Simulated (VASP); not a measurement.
Output of a VASP run:

OSZICAR:
```
       N       E                     dE             d eps       ncg     rms          rms(c)
DAV:   1     0.486163890680E+02    0.48616E+02   -0.45581E+03  1664   0.990E+02
DAV:   2     0.115810584840E+01   -0.47458E+02   -0.46972E+02  1784   0.231E+02
DAV:   3     0.253433547197E+00   -0.90467E+00   -0.89033E+00  2656   0.311E+01
DAV:   4     0.234609560195E+00   -0.18824E-01   -0.18731E-01  2240   0.282E+00
DAV:   5     0.234459063555E+00   -0.15050E-03   -0.15049E-03  2752   0.168E-01    0.611E+00
DAV:   6     0.248247644415E+00    0.13789E-01   -0.47276E-02  1808   0.240E+00    0.412E+00
DAV:   7     0.243431185056E+00   -0.48165E-02   -0.49766E-02  2304   0.235E+00    0.668E-01
DAV:   8     0.244609252474E+00    0.11781E-02   -0.70505E-03  1808   0.105E+00    0.166E-01
DAV:   9     0.244615319546E+00    0.60671E-05   -0.15230E-04  2664   0.116E-01    0.530E-02
DAV:  10     0.244614103285E+00   -0.12163E-05   -0.10451E-05  2104   0.422E-02    0.792E-03
DAV:  11     0.244614146026E+00    0.42742E-07   -0.27388E-07  1584   0.733E-03
   1 F= 0.52029229E+01 E0= 0.52029502E+01  d E =0.520292E+01
       N       E                     dE             d eps       ncg     rms          rms(c)
DAV:   1    -0.363324269016E+01   -0.38779E+01   -0.12082E+02  1912   0.132E+02    0.189E+01
DAV:   2     0.687899254820E+00    0.43211E+01   -0.92014E+00  1720   0.351E+01    0.785E+00
DAV:   3     0.127675174729E+01    0.58885E+00   -0.28368E+00  2584   0.155E+01    0.298E+00
DAV:   4     0.122406079879E+01   -0.52691E-01   -0.16599E-01  2480   0.258E+00    0.146E+00
DAV:   5     0.117702789942E+01   -0.47033E-01   -0.59521E-02  2344   0.825E-01    0.524E-01
DAV:   6     0.116862506558E+01   -0.84028E-02   -0.10395E-02  2544   0.807E-01    0.134E-01
DAV:   7     0.116855988282E+01   -0.65183E-04   -0.30523E-04  1704   0.189E-01    0.478E-02
DAV:   8     0.116854682270E+01   -0.13060E-04   -0.13938E-05  2656   0.375E-02    0.207E-02
DAV:   9     0.116854225687E+01   -0.45658E-05   -0.10761E-05  2400   0.175E-02    0.322E-03
DAV:  10     0.116854256506E+01    0.30819E-06   -0.99212E-08   880   0.395E-03
   2 F= 0.50389011E+01 E0= 0.50388513E+01  d E =-.164022E+00
       N       E                     dE             d eps       ncg     rms          rms(c)
DAV:   1     0.968824623778E+00   -0.19972E+00   -0.18376E+00  1976   0.163E+01    0.227E+00
DAV:   2     0.103179289495E+01    0.62968E-01   -0.15592E-01  1960   0.471E+00    0.692E-01
DAV:   3     0.104333305030E+01    0.11540E-01   -0.60203E-02  2344   0.219E+00    0.580E-01
DAV:   4     0.104172548799E+01   -0.16076E-02   -0.17915E-03  2680   0.351E-01    0.217E-01
DAV:   5     0.104094645066E+01   -0.77904E-03   -0.27205E-03  2320   0.300E-01    0.670E-02
DAV:   6     0.104098311070E+01    0.36660E-04   -0.61233E-05  2664   0.537E-02    0.576E-03
DAV:   7     0.104098351195E+01    0.40124E-06   -0.27376E-06  2328   0.108E-02
   3 F= 0.50357711E+01 E0= 0.50359408E+01  d E =-.167152E+00
```

OUTCAR:
```
------------------------ aborting loop because EDIFF is reached ----------------------------------------
  FORCE on cell =-STRESS in cart. coord.  units (eV):
  Direction    XX          YY          ZZ          XY          YZ          ZX
  --------------------------------------------------------------------------------------
  Total        3.9759469      3.9759469      3.9759469      0.0000000     -0.0000000      0.0000000
  in kB      298.5851035    298.5851035    298.5851035      0.0000000     -0.0000000      0.0000000
  external PRESSURE =      -1.4148965 kB  Pullay stress =     300.0000000 kB
  volume of cell :       21.33
      direct lattice vectors                 reciprocal lattice vectors
    -1.747193520  1.747193520  1.747193520     0.000000000  0.286173223  0.286173223
     1.747193520 -1.747193520  1.747193520     0.286173223  0.000000000  0.286173223
     1.747193520  1.747193520 -1.747193520     0.286173223  0.286173223  0.000000000
 POSITION                                       TOTAL-FORCE (eV/Angst)
 -----------------------------------------------------------------------------------
      0.00000      0.00000      0.00000         0.000000      0.000000      0.000000
 -----------------------------------------------------------------------------------
    total drift:                                0.000000      0.000000      0.000000
  FREE ENERGIE OF THE ION-ELECTRON SYSTEM (eV)
  ---------------------------------------------------
  free  energy   TOTEN  =         1.0409835119 eV

  energy  without entropy=        1.0414925485  energy(sigma->0) =        1.04115319
  enthalpy is  TOTEN    =         5.0357711263 eV   P V=        3.9947876144

 reached required accuracy - stopping structural energy minimisation
```
(Selected blocks of OUTCAR.)

File POSCAR:
```
K
1
   -1.8776773557     1.8776773557     1.8776773557
    1.8776773557    -1.8776773557     1.8776773557
    1.8776773557     1.8776773557    -1.8776773557
K
1
Direct
  0.0000000000   0.0000000000   0.0000000000
```

Q: Reconstruct the remaining input files.

A: This is not unique; one that fits is the input of the run itself, PBEsol GGA, plane waves, VASP's PBE PAW potentials (set 64).

**KPOINTS**
```
Automatic mesh
0
gamma
  14 14 14
0 0 0
```

INCAR:
```
! general
SYSTEM =K
PREC   =Accurate
ENCUT  =500
LREAL  =.False.
LASPH  =.True.

! electronic loop
EDIFF  =1E-6
NELM   =100
ALGO   =Normal

! smearing
ISMEAR =1
SIGMA  =0.1

! functional
GGA    =PS

! ions
IBRION =2
NSW    =40
ISIF   =3
EDIFFG =-0.02
PSTRESS=300

! output
LWAVE  =.False.
LCHARG =.False.
```

POTCAR, in this order: K_sv (PBE.64 set). Program: vasp_std.

Energy and stress use the plane-wave basis of the starting cell.

The compound is K in the bcc structure. This run relaxes it under an external pressure of 30 GPa. Symmetry was kept, so distortions that lower it aren't found.
